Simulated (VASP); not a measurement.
Output of a VASP run:

File OSZICAR:
```
       N       E                     dE             d eps       ncg     rms          rms(c)
DAV:   1     0.559310492366E+03    0.55931E+03   -0.24746E+04  1144   0.168E+03
DAV:   2    -0.152187548069E+01   -0.56083E+03   -0.52685E+03  1170   0.511E+02
DAV:   3    -0.670189307406E+02   -0.65497E+02   -0.64423E+02  1352   0.173E+02
DAV:   4    -0.690559076224E+02   -0.20370E+01   -0.18871E+01  1262   0.282E+01
DAV:   5    -0.690900186612E+02   -0.34111E-01   -0.34107E-01  1152   0.413E+00    0.444E+01
DAV:   6    -0.667302142859E+02    0.23598E+01   -0.16599E+02  1362   0.120E+02    0.563E+01
DAV:   7    -0.557773470615E+02    0.10953E+02   -0.13056E+02  1394   0.124E+02    0.198E+01
DAV:   8    -0.535896347637E+02    0.21877E+01   -0.89245E+00  1168   0.282E+01    0.787E+00
DAV:   9    -0.531907011188E+02    0.39893E+00   -0.17843E+00  1470   0.130E+01    0.259E+00
DAV:  10    -0.531975961760E+02   -0.68951E-02   -0.15275E-01  1104   0.304E+00    0.135E+00
DAV:  11    -0.531896412984E+02    0.79549E-02   -0.22246E-02  1176   0.174E+00    0.457E-01
DAV:  12    -0.531892478907E+02    0.39341E-03   -0.30894E-03  1412   0.678E-01    0.194E-01
DAV:  13    -0.531892676854E+02   -0.19795E-04   -0.17909E-04  1192   0.109E-01    0.791E-02
DAV:  14    -0.531892129887E+02    0.54697E-04   -0.17820E-04  1188   0.165E-01    0.172E-02
DAV:  15    -0.531892157598E+02   -0.27711E-05   -0.29598E-05  1134   0.494E-02    0.191E-02
DAV:  16    -0.531892137987E+02    0.19611E-05   -0.10083E-05  1092   0.440E-02    0.308E-03
DAV:  17    -0.531892138434E+02   -0.44682E-07   -0.47238E-07   546   0.691E-03
   1 F= -.53189214E+02 E0= -.53188169E+02  d E =-.208956E-02  mag=    -0.0000
```

**OUTCAR**
```
------------------------ aborting loop because EDIFF is reached ----------------------------------------
  FORCE on cell =-STRESS in cart. coord.  units (eV):
  Direction    XX          YY          ZZ          XY          YZ          ZX
  --------------------------------------------------------------------------------------
  Total       -7.1158267     -7.1158267     -8.8703356      0.0000000      0.0000000      0.0000000
  in kB     -205.1864588   -205.1864588   -255.7781162      0.0000000      0.0000000      0.0000000
  external PRESSURE =    -222.0503446 kB  Pullay stress =       0.0000000 kB
  volume of cell :       55.56
      direct lattice vectors                 reciprocal lattice vectors
     4.400000000  0.000000000  0.000000000     0.227272727  0.000000000  0.000000000
     0.000000000  4.400000000  0.000000000     0.000000000  0.227272727  0.000000000
     0.000000000  0.000000000  2.870000000     0.000000000  0.000000000  0.348432056
 POSITION                                       TOTAL-FORCE (eV/Angst)
 -----------------------------------------------------------------------------------
      0.00000      0.00000      0.00000        -0.000000      0.000000      0.000000
      2.20000      2.20000      1.43500        -0.000000      0.000000      0.000000
      1.34200      1.34200      0.00000        -0.038670     -0.038670      0.000000
      3.54200      0.85800      1.43500        -0.038670      0.038670      0.000000
      0.85800      3.54200      1.43500         0.038670     -0.038670      0.000000
      3.05800      3.05800      0.00000         0.038670      0.038670      0.000000
 -----------------------------------------------------------------------------------
    total drift:                                0.000000      0.000000     -0.000000
  FREE ENERGIE OF THE ION-ELECTRON SYSTEM (eV)
  ---------------------------------------------------
  free  energy   TOTEN  =       -53.1892138434 eV

  energy  without entropy=      -53.1871242843  energy(sigma->0) =      -53.18816906

 total charge

# of ion       s       p       d       tot
------------------------------------------
    1        0.356   6.470   4.960  11.785
    2        0.356   6.470   4.960  11.785
    3        1.582   3.437   0.000   5.019
    4        1.582   3.437   0.000   5.019
    5        1.582   3.437   0.000   5.019
    6        1.582   3.437   0.000   5.019
--------------------------------------------------
tot          7.038  26.688   9.919  43.645

 magnetization (x)

# of ion       s       p       d       tot
------------------------------------------
    1        0.011   0.015   2.260   2.286
    2       -0.011  -0.015  -2.260  -2.286
    3       -0.000  -0.035   0.000  -0.035
    4        0.000   0.035   0.000   0.035
    5        0.000   0.035   0.000   0.035
    6       -0.000  -0.035   0.000  -0.035
--------------------------------------------------
tot          0.000   0.000  -0.000  -0.000
```
(Selected blocks of OUTCAR.)

**POSCAR**
```
MnO2
1
    4.4000000000     0.0000000000     0.0000000000
    0.0000000000     4.4000000000     0.0000000000
    0.0000000000     0.0000000000     2.8700000000
Mn O
2 4
Direct
  0.0000000000   0.0000000000   0.0000000000
  0.5000000000   0.5000000000   0.5000000000
  0.3050000000   0.3050000000   0.0000000000
  0.8050000000   0.1950000000   0.5000000000
  0.1950000000   0.8050000000   0.5000000000
  0.6950000000   0.6950000000   0.0000000000
```

### Question
Reconstruct the remaining input files.

### Answer
This is not unique; one that fits is the input of the run itself, LDA (Ceperley-Alder, Perdew-Zunger), plane waves, VASP's LDA PAW potentials (set 64).

INCAR:
```
ISPIN  =  2
ISIF  =  2
LWAVE  =  .FALSE.
NELM  =  100
EDIFF  =  1E-6   # SCF stop (eV)
LASPH  =  .TRUE.   # aspherical one-centre terms
ALGO  =  Normal
PREC  =  Accurate
MAGMOM  =  3.0 -3.0 0.0 0.0 0.0 0.0
SIGMA  =  0.01
LORBIT  =  11   # lm-projected
LMAXMIX  =  4   # l cut-off of mixed one-centre charges
ENCUT  =  400   # plane-wave cut-off (eV)
ISMEAR  =  -1
LCHARG  =  .FALSE.
LREAL  =  .FALSE.
SYSTEM  =  MnO2
```

KPOINTS:
```
K-points
0
gamma
 3 3 5
0 0 0
```

POTCAR, in this order: Mn_pv O (LDA.64 set). Program: vasp_std.

At this cut-off the stress carries a Pulay error, which pulls relaxed volumes low.

The structure is a typed MnO2 crystal. The cell was not relaxed at this level. The k-mesh is coarse (spacing up to 0.48 per Å, 2π included), so the numbers may not be converged in it.
